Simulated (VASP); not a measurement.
Given:

```xyz
2
Lattice="0.0000 2.6353 2.6353 2.6353 0.0000 2.6353 2.6353 2.6353 0.0000" Properties=species:S:1:pos:R:3 pbc="T T T"
Sr     0.0000     0.0000     0.0000
O      2.6353     2.6353     2.6353
```

The numbers are results of r2SCAN meta-GGA, VASP's PBE PAW potentials (set 64) (plane waves; VASP 6.6.1), not measurements. Run with 520 eV cut-off, 9×9×9 Γ-centred mesh, Gaussian smearing of 0.050 eV, potentials Sr_sv O.

Q: Give the stress tensor in GPa (positive for a compressed cell).

A: 
```
-4.79   0.00   0.00
 0.00  -4.79   0.00
 0.00   0.00  -4.79
```
The pressure is its mean diagonal, -4.79 GPa.

The compound is SrO in the rock salt structure. This cell is one point of a volume scan, at 1.06 of the reference volume.
